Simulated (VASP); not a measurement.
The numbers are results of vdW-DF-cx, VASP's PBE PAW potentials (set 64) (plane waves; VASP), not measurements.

A VASP calculation is set up with these files.

**KPOINTS**
```
Automatic
0
G
7 7 5
```

### INCAR
```
# general
SYSTEM    =  PtS2
PREC      =  Accurate
ENCUT     =  520   # plane-wave cut-off (eV)
LREAL     =  F   # projection in real space or not
LASPH     =  T   # aspherical one-centre terms

# electronic loop
EDIFF     =  1E-7   # SCF stop (eV)
NELM      =  100
ALGO      =  Normal
LMAXMIX   =  6   # l cut-off of mixed one-centre charges

# smearing
ISMEAR    =  0
SIGMA     =  0.05   # width (eV)

# functional
GGA       =  CX
LUSE_VDW  =  T
AGGAC     =  0.0

# ions
IBRION    =  2   # conjugate gradients
NSW       =  30   # most ionic steps
ISIF      =  4
EDIFFG    =  -0.01   # ionic stop

# output
LWAVE     =  F
LCHARG    =  F
```

POSCAR:
```
PtS2
1.0
  1.8254185333  -3.1617177189   0.0000000000
  1.8254185333   3.1617177189   0.0000000000
  0.0000000000   0.0000000000   4.8065259479
Pt S
1 2
Cartesian
  0.0000000000   0.0000000000   0.0000000000
  1.8254185333   1.0539080141   1.2352821785
  1.8254185333  -1.0539080141   3.5712437694
```

POTCAR, in this order: Pt S (PBE.64 set). Program: vasp_std.

The run wrote:

File OSZICAR:
```
       N       E                     dE             d eps       ncg     rms          rms(c)
DAV:   1     0.118606309200E+03    0.11861E+03   -0.10593E+04   984   0.131E+03
DAV:   2    -0.660811882966E+01   -0.12521E+03   -0.12287E+03  1205   0.245E+02
DAV:   3    -0.116637151933E+02   -0.50556E+01   -0.50211E+01  1191   0.531E+01
DAV:   4    -0.117213951928E+02   -0.57680E-01   -0.57668E-01  1205   0.621E+00
DAV:   5    -0.117223612539E+02   -0.96606E-03   -0.96605E-03  1261   0.780E-01    0.162E+01
DAV:   6    -0.107936355330E+02    0.92873E+00   -0.81252E+00   981   0.291E+01    0.118E+01
DAV:   7    -0.104700436557E+02    0.32359E+00   -0.15672E+00   967   0.137E+01    0.519E+00
DAV:   8    -0.104551216671E+02    0.14922E-01   -0.11769E-01  1058   0.242E+00    0.146E+00
DAV:   9    -0.104501142356E+02    0.50074E-02   -0.12481E-02  1093   0.126E+00    0.325E-01
DAV:  10    -0.104501612504E+02   -0.47015E-04   -0.22323E-03  1156   0.335E-01    0.573E-02
DAV:  11    -0.104501852607E+02   -0.24010E-04   -0.46266E-05  1177   0.629E-02    0.365E-02
DAV:  12    -0.104501889398E+02   -0.36790E-05   -0.55018E-06  1128   0.207E-02    0.113E-02
DAV:  13    -0.104501900181E+02   -0.10784E-05   -0.19971E-06  1093   0.107E-02    0.276E-03
DAV:  14    -0.104501901071E+02   -0.88926E-07   -0.17406E-07   970   0.370E-03
   1 F= -.10450190E+02 E0= -.10450146E+02  d E =-.104502E+02
       N       E                     dE             d eps       ncg     rms          rms(c)
DAV:   1    -0.104897929427E+02   -0.39603E-01   -0.37371E+00   960   0.124E+01    0.139E+00
DAV:   2    -0.104941985352E+02   -0.44056E-02   -0.16377E-01  1163   0.316E+00    0.570E-01
DAV:   3    -0.104915188270E+02    0.26797E-02   -0.51305E-03  1321   0.607E-01    0.296E-01
DAV:   4    -0.104908415832E+02    0.67724E-03   -0.37366E-03  1066   0.415E-01    0.920E-02
DAV:   5    -0.104908508472E+02   -0.92640E-05   -0.54741E-04  1058   0.176E-01    0.621E-02
DAV:   6    -0.104908532129E+02   -0.23657E-05   -0.49359E-05  1227   0.534E-02    0.230E-02
DAV:   7    -0.104908540369E+02   -0.82405E-06   -0.40492E-06  1156   0.172E-02    0.614E-03
DAV:   8    -0.104908542546E+02   -0.21764E-06   -0.75573E-07  1170   0.750E-03    0.241E-03
DAV:   9    -0.104908542615E+02   -0.69474E-08   -0.15157E-07   718   0.310E-03
   2 F= -.10490854E+02 E0= -.10490854E+02  d E =-.406642E-01
       N       E                     dE             d eps       ncg     rms          rms(c)
DAV:   1    -0.105109009177E+02   -0.20047E-01   -0.56747E+00   960   0.152E+01    0.184E+00
DAV:   2    -0.105165047839E+02   -0.56039E-02   -0.24800E-01  1177   0.392E+00    0.739E-01
DAV:   3    -0.105123165880E+02    0.41882E-02   -0.83125E-03  1351   0.774E-01    0.382E-01
DAV:   4    -0.105112315203E+02    0.10851E-02   -0.61321E-03  1065   0.526E-01    0.119E-01
DAV:   5    -0.105112450577E+02   -0.13537E-04   -0.87306E-04  1065   0.219E-01    0.761E-02
DAV:   6    -0.105112496507E+02   -0.45930E-05   -0.75653E-05  1233   0.645E-02    0.270E-02
DAV:   7    -0.105112508134E+02   -0.11628E-05   -0.78914E-06  1185   0.215E-02    0.685E-03
DAV:   8    -0.105112512755E+02   -0.46207E-06   -0.12752E-06  1142   0.894E-03    0.424E-03
DAV:   9    -0.105112512677E+02    0.77914E-08   -0.19099E-07   823   0.324E-03
   3 F= -.10511251E+02 E0= -.10511251E+02  d E =-.610612E-01
       N       E                     dE             d eps       ncg     rms          rms(c)
DAV:   1    -0.105114145281E+02   -0.16325E-03   -0.55664E-02   960   0.149E+00    0.170E-01
DAV:   2    -0.105114478616E+02   -0.33334E-04   -0.24195E-03  1156   0.391E-01    0.720E-02
DAV:   3    -0.105114053942E+02    0.42467E-04   -0.96493E-05  1364   0.827E-02    0.380E-02
DAV:   4    -0.105113973312E+02    0.80629E-05   -0.51930E-05  1072   0.486E-02    0.110E-02
DAV:   5    -0.105113973870E+02   -0.55752E-07   -0.72891E-06  1065   0.205E-02    0.855E-03
DAV:   6    -0.105113974838E+02   -0.96807E-07   -0.71748E-07  1192   0.637E-03
   4 F= -.10511397E+02 E0= -.10511397E+02  d E =-.612074E-01
       N       E                     dE             d eps       ncg     rms          rms(c)
DAV:   1    -0.105293949973E+02   -0.17998E-01   -0.70414E-01   981   0.614E+00    0.775E-01
DAV:   2    -0.105181028295E+02    0.11292E-01   -0.38576E-02  1051   0.170E+00    0.403E-01
DAV:   3    -0.105162405136E+02    0.18623E-02   -0.55962E-03  1121   0.670E-01    0.163E-01
DAV:   4    -0.105157052021E+02    0.53531E-03   -0.15936E-03  1121   0.289E-01    0.824E-02
DAV:   5    -0.105156859991E+02    0.19203E-04   -0.16717E-04  1170   0.959E-02    0.289E-02
DAV:   6    -0.105156887290E+02   -0.27299E-05   -0.17764E-05  1258   0.337E-02    0.136E-02
DAV:   7    -0.105156895916E+02   -0.86260E-06   -0.24463E-06  1100   0.154E-02    0.599E-03
DAV:   8    -0.105156898285E+02   -0.23691E-06   -0.44356E-07  1177   0.567E-03    0.223E-03
DAV:   9    -0.105156898461E+02   -0.17572E-07   -0.38276E-08   809   0.155E-03
   5 F= -.10515690E+02 E0= -.10515690E+02  d E =-.429236E-02
       N       E                     dE             d eps       ncg     rms          rms(c)
DAV:   1    -0.105213265433E+02   -0.56367E-02   -0.25207E-01   981   0.367E+00    0.460E-01
DAV:   2    -0.105173115237E+02    0.40150E-02   -0.13739E-02  1058   0.102E+00    0.240E-01
DAV:   3    -0.105166502785E+02    0.66125E-03   -0.19912E-03  1114   0.400E-01    0.972E-02
DAV:   4    -0.105164605425E+02    0.18974E-03   -0.56612E-04  1128   0.172E-01    0.493E-02
DAV:   5    -0.105164534528E+02    0.70896E-05   -0.60382E-05  1163   0.575E-02    0.172E-02
DAV:   6    -0.105164544141E+02   -0.96125E-06   -0.62919E-06  1251   0.202E-02    0.824E-03
DAV:   7    -0.105164546977E+02   -0.28363E-06   -0.88745E-07  1121   0.930E-03    0.352E-03
DAV:   8    -0.105164547679E+02   -0.70202E-07   -0.15186E-07   901   0.336E-03
   6 F= -.10516455E+02 E0= -.10516455E+02  d E =-.505728E-02
```

**OUTCAR**
```
------------------------ aborting loop because EDIFF is reached ----------------------------------------
  FORCE on cell =-STRESS in cart. coord.  units (eV):
  Direction    XX          YY          ZZ          XY          YZ          ZX
  --------------------------------------------------------------------------------------
  Total       -0.4230134     -0.4230134     -0.4117983      0.0000000      0.0000000     -0.0000000
  in kB      -12.2156857    -12.2156861    -11.8918198      0.0000000      0.0000000     -0.0000000
  external PRESSURE =     -12.1077305 kB  Pullay stress =       0.0000000 kB
  volume of cell :       55.48
      direct lattice vectors                 reciprocal lattice vectors
     1.787591004 -3.096198493  0.000000000     0.279706040 -0.161488355  0.000000000
     1.787591004  3.096198493 -0.000000000     0.279706040  0.161488355 -0.000000000
     0.000000000  0.000000000  5.012101816     0.000000000  0.000000000  0.199517096
 POSITION                                       TOTAL-FORCE (eV/Angst)
 -----------------------------------------------------------------------------------
      1.78759     -3.09620      0.00000        -0.000000     -0.000000      0.000000
      1.78759      1.03207      1.21970         0.000000      0.000000      0.005224
      1.78759     -1.03207      3.79241        -0.000000     -0.000000     -0.005224
 -----------------------------------------------------------------------------------
    total drift:                                0.000000      0.000000     -0.000000
  FREE ENERGIE OF THE ION-ELECTRON SYSTEM (eV)
  ---------------------------------------------------
  free  energy   TOTEN  =       -10.5164547679 eV

  energy  without entropy=      -10.5164547679  energy(sigma->0) =      -10.51645477

 reached required accuracy - stopping structural energy minimisation
```
(Selected blocks of OUTCAR.)

**CONTCAR**
```
PtS2
   1.00000000000000
     1.7875910035352165   -3.0961984929328432    0.0000000000000000
     1.7875910035352165    3.0961984929328432   -0.0000000000000000
     0.0000000000000000    0.0000000000000000    5.0121018155067221
  Pt              S
     1     2
Direct
     1.0000000000000000    0.0000000000000000    0.0000000000000000
     0.3333330000000032    0.6666669999999968    0.2433500855247741
     0.6666669999999968    0.3333330000000032    0.7566499144752258
```

File OUTCAR:
```
 val. band max:        6.6056315412   @ k =   0.0000   0.0000   0.0000

 cond. band min:       7.2164804620   @ k =   0.0000   0.2857   0.2000


 Fermi energy:         6.8521446104

 k-point     1 :       0.0000    0.0000    0.0000
  band No.  band energies     occupation
      1      -8.6203      2.00000
      2      -5.7025      2.00000
      3      -0.3280      2.00000
      4       0.0474      2.00000
      5       0.0474      2.00000
      6       2.7887      2.00000
      7       2.7887      2.00000
      8       4.5181      2.00000
      9       5.4401      2.00000
     10       5.4401      2.00000
     11       6.6056      2.00000
     12       8.4769      0.00000
     13       8.4769      0.00000
     14      11.0508      0.00000
     15      11.7732      0.00000

 k-point     2 :       0.1429    0.0000    0.0000
  band No.  band energies     occupation
      1      -8.3700      2.00000
      2      -5.8266      2.00000
      3      -0.0656      2.00000
      4       0.2052      2.00000
      5       0.2421      2.00000
      6       2.3854      2.00000
      7       2.6161      2.00000
      8       3.9649      2.00000
      9       5.2357      2.00000
     10       5.3919      2.00000
     11       6.3442      2.00000
     12       8.0449      0.00000
     13       8.4175      0.00000
     14      12.1128      0.00000
     15      12.6627      0.00000

 k-point     3 :       0.2857    0.0000    0.0000
  band No.  band energies     occupation
      1      -7.7051      2.00000
      2      -6.1051      2.00000
      3       0.3200      2.00000
      4       0.5394      2.00000
      5       0.9258      2.00000
      6       1.2618      2.00000
      7       2.4854      2.00000
      8       3.4005      2.00000
      9       4.7470      2.00000
     10       4.8531      2.00000
     11       5.3056      2.00000
     12       8.0633      0.00000
     13       8.6448      0.00000
     14      11.9325      0.00000
     15      13.8717      0.00000
...
```

Unless said otherwise, spin-orbit coupling is left out, though it shifts the bands of the heavy elements here.

The compound is PtS2 in the 1T layered structure. This cell is one point of a volume scan, at 1.06 of the reference volume. Symmetry was kept, so distortions that lower it aren't found.
